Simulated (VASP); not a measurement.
Crystal: Be4TeSe3.

```
Be Te Se
1.0
    -2.67965    2.66866    5.19234
     2.63607   -2.55293    5.11259
     2.68362    2.55690   -5.13440
Be Te Se
4 1 3
Cartesian
  4.0234 1.2286 1.1998
  1.2207 3.9367 1.2244
  1.3305 1.4612 3.8561
  1.2558 1.1807 -1.1781
  2.5990 2.5541 -0.1671
  0.1616 2.6608 2.6795
  2.7793 0.0548 2.6028
  2.5391 2.5612 5.0874
```

The cell was built by a generator and needn't be a form met in nature.

| Quantity | Value |
| --- | --- |
| Program | VASP 6.6.1 |
| Task | relaxation of cell and atoms |
| Functional | PBE |
| Potentials or basis | VASP PAW PBE potentials, release 64 (Be, Te, Se) |
| Cutoff | 520 eV |
| k mesh | 5 × 5 × 5 |
| Occupations | gaussian, width 0.05 eV |
| Spin | no spin polarisation |

At the start: pressure 5.7 GPa; volume 17.90 Å³/atom.

Problem. How do energy, volume and symmetry change on relaxing?

Solution. Over 16 steps the energy falls by 148.2 meV/atom and the volume is 18.66 Å³/atom (+4.3 %); space group I-42m (No. 121, to 0.05 Å).

The path:
| step | energy change (eV) | largest force (eV/Å) | pressure (GPa) | volume (Å³) |
| --- | --- | --- | --- | --- |
| 1 | 0.0000 | 2.5022 | 5.74 | 143.21 |
| 2 | -0.8711 | 0.7766 | -2.47 | 156.85 |
| 3 | -0.8711 | 0.7932 | -2.43 | 156.66 |
| 4 | -1.0975 | 0.5005 | -1.09 | 152.19 |
| 5 | -1.1575 | 0.2884 | 0.35 | 148.65 |
| 6 | -1.1576 | 0.2856 | 0.27 | 148.82 |
| 7 | -1.1766 | 0.1416 | 0.06 | 149.24 |
| 8 | -1.1768 | 0.1414 | 0.01 | 149.30 |
| 9 | -1.1817 | 0.0936 | -0.04 | 149.42 |
| 10 | -1.1829 | 0.0757 | -0.08 | 149.52 |
| 11 | -1.1846 | 0.0496 | 0.04 | 149.30 |
| 12 | -1.1850 | 0.0477 | 0.12 | 149.12 |
| 13 | -1.1857 | 0.0310 | -0.05 | 149.49 |
| 14 | -1.1857 | 0.0312 | -0.07 | 149.48 |
| 15 | -1.1857 | 0.0322 | -0.06 | 149.47 |
| 16 | -1.1858 | 0.0151 | 0.02 | 149.31 |

Final structure:
```
CELL_PARAMETERS angstrom
-2.65341 2.65622 5.30030
2.65299 -2.65390 5.30104
2.65256 2.65286 -5.29981
ATOMIC_POSITIONS crystal
Be 0.35853 0.89050 0.99532
Be 0.88527 0.36351 0.99515
Be 0.62440 0.63001 0.52063
Be 0.09800 0.10340 0.46765
Te 0.49141 0.49703 0.99439
Se 0.74188 0.24713 0.49531
Se 0.24182 0.74716 0.49534
Se 0.99125 0.99668 0.99438
```
